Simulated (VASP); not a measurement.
Computed with vdW-DF-cx, VASP's PBE PAW potentials (set 64) (plane waves; VASP).

VASP input:

POSCAR:
```
Ti
1
    1.4509968665    -2.5132003503     0.0000000000
    1.4509968665     2.5132003503     0.0000000000
    0.0000000000     0.0000000000     4.5998960665
Ti
2
Direct
  0.3333330000   0.6666670000   0.2500000000
  0.6666670000   0.3333330000   0.7500000000
```

### INCAR
```
SYSTEM = Ti
PREC = Accurate
ENCUT = 520
EDIFF = 1E-7
NELM = 100
ALGO = Normal
LREAL = .FALSE.
LASPH = .TRUE.
ISMEAR = -5
GGA = CX
LUSE_VDW = .TRUE.
AGGAC = 0.0
LMAXMIX = 4
LWAVE = .FALSE.
LCHARG = .TRUE.
LORBIT = 11
NEDOS = 601
ISIF = 2
```

File KPOINTS:
```
Automatic
0
Gamma
16 16 9
0 0 0
```

POTCAR, in this order: Ti_sv (PBE.64 set). Program: vasp_std.

Question: What will the output report for the number of irreducible k-points (NKPTS), largest plane-wave count, number of space-group operations, FFT grid (NGX, NGY, NGZ)?

Answer: 
```
Quantity                                       Value
--------------------------------------  ------------
number of irreducible k-points (NKPTS)           150
largest plane-wave count                         935
number of space-group operations                  24
FFT grid (NGX, NGY, NGZ)                24 × 24 × 36
```

The compound is Ti in the hcp structure. It was relaxed first.
